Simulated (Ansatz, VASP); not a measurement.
# Cross-check of SiC between VASP and Ansatz, part 3 of 3

Wanted: the spread between two codes on one cell, functional and k mesh. The cell is taken from a series of runs on this material, whose earlier steps may have relaxed, scaled, displaced or heated it; both programs get it as it stands.

VASP 6.6.1 and Ansatz 0.2.0.

So far: The structure; Ansatz: zone-centre phonons, LDA; VASP: zone-centre phonons, LDA.

## (3) VASP: zone-centre phonons, LDA (continued)

Level of this step: LDA; plane waves and PAW (C, Si) (VASP).

Numbers of over 12 decimals in the logs are rounded to 6 here.

OUTCAR, selected parts (step 3):

```text
ion  position               nearest neighbor table
   1  0.667  0.333  0.750-   7 1.87   7 1.87   7 1.87   5 1.88
   2  0.333  0.667  0.250-   8 1.87   8 1.87   8 1.87   6 1.88
   3  0.000  0.000  0.500-   6 1.87   6 1.87   6 1.87   7 1.88
   4  0.000  0.000  0.000-   5 1.87   5 1.87   5 1.87   8 1.88
   5  0.667  0.333  0.938-   4 1.87   4 1.87   4 1.87   1 1.88   7 3.06   7 3.06   7 3.06   8 3.06
                             8 3.06   8 3.06
   6  0.333  0.667  0.438-   3 1.87   3 1.87   3 1.87   2 1.88   8 3.06   8 3.06   8 3.06   7 3.06
                             7 3.06   7 3.06
   7  0.000  0.000  0.688-   1 1.87   1 1.87   1 1.87   3 1.88   5 3.06   5 3.06   5 3.06   6 3.06
                             6 3.06   6 3.06
   8  0.000  0.000  0.188-   2 1.87   2 1.87   2 1.87   4 1.88   6 3.06   6 3.06   6 3.06   5 3.06
                             5 3.06   5 3.06

  LATTYP: Found a hexagonal cell.
 ALAT       =     3.0585027887
 C/A-ratio  =     3.2735589324

 Subroutine GETGRP returns: Found 12 space group operations
 (whereof  6 operations were pure point group operations)

The static configuration has the point symmetry C_3v.
 The point group associated with its full space group is C_6v.

 Found     36 irreducible k-points:

   k-points           NKPTS =     36   k-points in BZ     NKDIM =     36   number of bands    NBANDS=     24

   dimension x,y,z NGX =    24 NGY =   24 NGZ =   80
   dimension x,y,z NGXF=    48 NGYF=   48 NGZF=  160

   ENCUT  =  600.0 eV  44.10 Ry    6.64 a.u.   6.11  6.11 20.00*2*pi/ulx,y,z

   NELECT =      32.0000    total number of electrons

 k-points in reciprocal lattice and weights: Automatic mesh
   0.00000000  0.00000000  0.00000000       0.003
   0.11111111  0.00000000  0.00000000       0.019
   0.22222222  0.00000000  0.00000000       0.019
   0.33333333  0.00000000  0.00000000       0.019
   0.44444444  0.00000000  0.00000000       0.019
   0.11111111  0.11111111  0.00000000       0.019
   0.22222222  0.11111111  0.00000000       0.037
   0.33333333  0.11111111  0.00000000       0.037
   0.44444444  0.11111111  0.00000000       0.019
[...]
0.33333333  0.22222222  0.50000000       0.037
   0.33333333  0.33333333  0.50000000       0.006

 average (electrostatic) potential at core
       1 -48.7149       2 -48.7149       3 -48.7746       4 -48.7746       5 -81.6767
       6 -81.6767       7 -81.6313       8 -81.6313

   1 f  =   27.673424 THz   173.877250 2PiTHz  923.086060 cm-1   114.448034 meV
             X         Y         Z           dx          dy          dz
      1.529251  0.882914  7.507214    -0.000000   -0.000000    0.175052
     -0.000000  1.765827  2.501119    -0.000000   -0.000000   -0.175052
      0.000000  0.000000  5.010580    -0.000000   -0.000000    0.591613
      0.000000  0.000000  0.004486    -0.000000   -0.000000   -0.591613
      1.529251  0.882914  9.389855     0.000000    0.000000    0.180402
     -0.000000  1.765827  4.383760     0.000000    0.000000   -0.180402
      0.000000  0.000000  6.887398     0.000000    0.000000   -0.294629
      0.000000  0.000000  1.881303     0.000000    0.000000    0.294629

   2 f  =   27.393455 THz   172.118151 2PiTHz  913.747289 cm-1   113.290174 meV
             X         Y         Z           dx          dy          dz
      1.529251  0.882914  7.507214    -0.000000   -0.000000   -0.589364
     -0.000000  1.765827  2.501119     0.000000    0.000000    0.589364
      0.000000  0.000000  5.010580    -0.000000   -0.000000    0.176729
      0.000000  0.000000  0.004486     0.000000    0.000000   -0.176729
      1.529251  0.882914  9.389855     0.000000    0.000000    0.295054
     -0.000000  1.765827  4.383760    -0.000000   -0.000000   -0.295054
      0.000000  0.000000  6.887398     0.000000    0.000000    0.185367
      0.000000  0.000000  1.881303    -0.000000   -0.000000   -0.185367

   3 f  =   25.201404 THz   158.345094 2PiTHz  840.628367 cm-1   104.224587 meV
             X         Y         Z           dx          dy          dz
      1.529251  0.882914  7.507214    -0.000000    0.000000   -0.477279
     -0.000000  1.765827  2.501119    -0.000000    0.000000   -0.477279
      0.000000  0.000000  5.010580    -0.000000   -0.000000    0.521304
      0.000000  0.000000  0.004486    -0.000000    0.000000    0.521304
      1.529251  0.882914  9.389855     0.000000   -0.000000   -0.018373
     -0.000000  1.765827  4.383760     0.000000    0.000000   -0.018373
      0.000000  0.000000  6.887398     0.000000    0.000000   -0.010459
      0.000000  0.000000  1.881303     0.000000   -0.000000   -0.010459

   4 f  =   23.987763 THz   150.719563 2PiTHz  800.145660 cm-1    99.205374 meV
             X         Y         Z           dx          dy          dz
      1.529251  0.882914  7.507214    -0.177363   -0.370476   -0.000000
     -0.000000  1.765827  2.501119    -0.177363   -0.370476   -0.000000
      0.000000  0.000000  5.010580    -0.183968   -0.384274   -0.000000
      0.000000  0.000000  0.004486    -0.183968   -0.384274   -0.000000
      1.529251  0.882914  9.389855     0.119609    0.249839    0.000000
     -0.000000  1.765827  4.383760     0.119609    0.249839    0.000000
      0.000000  0.000000  6.887398     0.116711    0.243787    0.000000
      0.000000  0.000000  1.881303     0.116711    0.243787    0.000000

   5 f  =   23.987763 THz   150.719563 2PiTHz  800.145660 cm-1    99.205374 meV
             X         Y         Z           dx          dy          dz
      1.529251  0.882914  7.507214    -0.370476    0.177363    0.000000
     -0.000000  1.765827  2.501119    -0.370476    0.177363    0.000000
      0.000000  0.000000  5.010580    -0.384274    0.183968   -0.000000
      0.000000  0.000000  0.004486    -0.384274    0.183968   -0.000000
      1.529251  0.882914  9.389855     0.249839   -0.119609    0.000000
     -0.000000  1.765827  4.383760     0.249839   -0.119609    0.000000
      0.000000  0.000000  6.887398     0.243787   -0.116711   -0.000000
      0.000000  0.000000  1.881303     0.243787   -0.116711   -0.000000

   6 f  =   23.646837 THz   148.577460 2PiTHz  788.773587 cm-1    97.795417 meV
             X         Y         Z           dx          dy          dz
      1.529251  0.882914  7.507214    -0.206508   -0.431344    0.000000
     -0.000000  1.765827  2.501119     0.206508    0.431344    0.000000
      0.000000  0.000000  5.010580     0.158723    0.331532    0.000000
      0.000000  0.000000  0.004486    -0.158723   -0.331532    0.000000
      1.529251  0.882914  9.389855     0.111513    0.232923   -0.000000
     -0.000000  1.765827  4.383760    -0.111513   -0.232923   -0.000000
      0.000000  0.000000  6.887398     0.113841    0.237786   -0.000000
      0.000000  0.000000  1.881303    -0.113841   -0.237786   -0.000000

   7 f  =   23.646837 THz   148.577460 2PiTHz  788.773587 cm-1    97.795417 meV
             X         Y         Z           dx          dy          dz
      1.529251  0.882914  7.507214    -0.431344    0.206508   -0.000000
     -0.000000  1.765827  2.501119     0.431344   -0.206508   -0.000000
      0.000000  0.000000  5.010580     0.331532   -0.158723   -0.000000
      0.000000  0.000000  0.004486    -0.331532    0.158723   -0.000000
      1.529251  0.882914  9.389855     0.232923   -0.111513    0.000000
     -0.000000  1.765827  4.383760    -0.232923    0.111513    0.000000
      0.000000  0.000000  6.887398     0.237786   -0.113841    0.000000
      0.000000  0.000000  1.881303    -0.237786    0.113841    0.000000

   8 f  =   23.512302 THz   147.732149 2PiTHz  784.285967 cm-1    97.239023 meV
             X         Y         Z           dx          dy          dz
      1.529251  0.882914  7.507214    -0.000000   -0.000000   -0.444195
     -0.000000  1.765827  2.501119    -0.000000   -0.000000   -0.444195
      0.000000  0.000000  5.010580    -0.000000    0.000000   -0.391451
      0.000000  0.000000  0.004486     0.000000   -0.000000   -0.391451
      1.529251  0.882914  9.389855    -0.000000    0.000000    0.281068
     -0.000000  1.765827  4.383760     0.000000   -0.000000    0.281068
      0.000000  0.000000  6.887398     0.000000   -0.000000    0.265439
      0.000000  0.000000  1.881303     0.000000    0.000000    0.265439

   9 f  =   23.408189 THz   147.077990 2PiTHz  780.813142 cm-1    96.808448 meV
             X         Y         Z           dx          dy          dz
      1.529251  0.882914  7.507214    -0.157372   -0.328719   -0.000000
     -0.000000  1.765827  2.501119     0.157372    0.328719   -0.000000
      0.000000  0.000000  5.010580    -0.205774   -0.429820   -0.000000
      0.000000  0.000000  0.004486     0.205774    0.429820   -0.000000
      1.529251  0.882914  9.389855    -0.114743   -0.239674    0.000000
     -0.000000  1.765827  4.383760     0.114743    0.239674    0.000000
      0.000000  0.000000  6.887398     0.113822    0.237750    0.000000
      0.000000  0.000000  1.881303    -0.113822   -0.237750    0.000000

  10 f  =   23.408189 THz   147.077990 2PiTHz  780.813142 cm-1    96.808448 meV
             X         Y         Z           dx          dy          dz
      1.529251  0.882914  7.507214     0.328719   -0.157372   -0.000000
     -0.000000  1.765827  2.501119    -0.328719    0.157372   -0.000000
      0.000000  0.000000  5.010580     0.429820   -0.205774   -0.000000
      0.000000  0.000000  0.004486    -0.429820    0.205774   -0.000000
      1.529251  0.882914  9.389855     0.239674   -0.114743    0.000000
     -0.000000  1.765827  4.383760    -0.239674    0.114743    0.000000
      0.000000  0.000000  6.887398    -0.237750    0.113822    0.000000
      0.000000  0.000000  1.881303     0.237750   -0.113822    0.000000

  11 f  =   23.178343 THz   145.633825 2PiTHz  773.146306 cm-1    95.857882 meV
             X         Y         Z           dx          dy          dz
      1.529251  0.882914  7.507214    -0.188726   -0.394205    0.000000
     -0.000000  1.765827  2.501119    -0.188726   -0.394205    0.000000
      0.000000  0.000000  5.010580     0.182734    0.381689    0.000000
      0.000000  0.000000  0.004486     0.182734    0.381689    0.000000
    [... 145 further lines ...]
      0.000000  0.000000  6.887398     0.000000   -0.000000   -0.418447
      0.000000  0.000000  1.881303     0.000000   -0.000000   -0.418447

 MACROSCOPIC STATIC DIELECTRIC TENSOR IONIC CONTRIBUTION
 ------------------------------------------------------
           3.277021     0.000000     0.000000
           0.000000     3.277021     0.000000
           0.000000     0.000000     3.654541
 ------------------------------------------------------

 ELASTIC MODULI CONTR FROM IONIC RELAXATION (kBar)
 Direction    XX          YY          ZZ          XY          YZ          ZX
 --------------------------------------------------------------------------------
 XX        -508.8157    282.6925    220.8612     -0.0000     -0.0000     -0.0000
 YY         282.6925   -508.8157    220.8612     -0.0000      0.0000      0.0000
 ZZ         220.8612    220.8612   -432.5987      0.0000      0.0000      0.0000
 XY          -0.0000     -0.0000      0.0000   -395.7541     -0.0000      0.0000
 YZ          -0.0000      0.0000      0.0000     -0.0000   -113.5414     -0.0000
 ZX          -0.0000      0.0000      0.0000      0.0000     -0.0000   -121.2176
 --------------------------------------------------------------------------------

 PIEZOELECTRIC TENSOR IONIC CONTR  for field in x, y, z        (C/m^2)
          XX          YY          ZZ          XY          YZ          ZX
  --------------------------------------------------------------------------------
  x     0.00000    -0.00000    -0.00000    -0.00000     0.00000     0.59171
  y     0.00000    -0.00000    -0.00000    -0.00000     0.57242     0.00000
  z     0.60376     0.60376    -1.18160     0.00000     0.00000     0.00000
```

## (4) Side by side

Known differences besides the potentials themselves: the two LDA forms differ slightly; fixed occupations in Ansatz, narrow Gaussian smearing in VASP; VASP's response is taken on the typed mesh, Ansatz refines its own for the field response alone; the cutoff is 420 eV in Ansatz and 600 eV in VASP; VASP's log shows a relativistic correction to its local exchange, Ansatz's none. Total energies have different zeros and are not compared.

The two programs side by side:

| quantity | Ansatz | VASP | difference |
| --- | --- | --- | --- |
| ε∞ xx | 6.95 | 7.02 | -0.95 % |
| ε∞ yy | 6.95 | 7.02 | -0.95 % |
| ε∞ zz | 7.26 | 7.27 | -0.17 % |
| Born charge of C1 (mean of the diagonal) (e) | -2.74 | -2.73 | -0.01 |
| Born charge of Si5 (mean of the diagonal) (e) | 2.69 | 2.68 | +0.02 |
| optical mode 1 to 2 (cm⁻¹) | 191.5 | 191.4 | +0.06 % |
| optical mode 3 to 4 (cm⁻¹) | 199.4 | 199.4 | +0.01 % |
| optical mode 5 to 6 (cm⁻¹) | 258.6 | 258.6 | -0.01 % |
| optical mode 7 (cm⁻¹) | 400.1 | 400.9 | -0.20 % |
| optical mode 8 (cm⁻¹) | 408.2 | 408.9 | -0.16 % |
| optical mode 9 (cm⁻¹) | 607.6 | 606.9 | +0.11 % |
| optical mode 10 to 11 (cm⁻¹) | 772.8 | 773.1 | -0.05 % |
| optical mode 12 to 13 (cm⁻¹) | 780.9 | 780.8 | +0.01 % |
| optical mode 14 (cm⁻¹) | 784.4 | 784.3 | +0.01 % |
| optical mode 15 to 16 (cm⁻¹) | 788.8 | 788.8 | +0.01 % |
| optical mode 17 to 18 (cm⁻¹) | 799.9 | 800.1 | -0.03 % |
| optical mode 19 (cm⁻¹) | 840.2 | 840.6 | -0.05 % |
| optical mode 20 (cm⁻¹) | 914.4 | 913.7 | +0.07 % |
| optical mode 21 (cm⁻¹) | 923.5 | 923.1 | +0.05 % |

Modes are paired by rising frequency, not by their patterns, so a pair may set unlike modes beside each other; they are those without the splitting of longitudinal modes.

## (5) Results

| Quantity | Value |
| --- | --- |
| r.m.s. difference of the optical zone-centre modes, each program's sorted by frequency (zone-centre phonons, LDA) | 0.37 cm⁻¹ |
| difference in ε∞ xx (zone-centre phonons, LDA) | -1.0 % |

In words: The r.m.s. difference of the optical zone-centre modes, each program's sorted by frequency is 0.37 cm⁻¹ (zone-centre phonons, LDA). Among the rows given in per cent, the largest difference of the zone-centre phonons, LDA pair is in ε∞ xx, -1.0 %. Such differences can come from data sets, numerical settings and the points named under the comparisons, not from the functional's error against experiment.

[Lines on the potential files, build, host, timing and source positions are cut from VASP's logs without a mark.]

[Logs are printed without paths, hosts, clocks, repeated set-up lines and the standing remarks that a program may print on its own settings, such as how far it seeks lower states.]

[Hosts, paths, dates, database ids (printed as entryN), source tags and the programs' standing remarks are cut or masked in the printed files.]
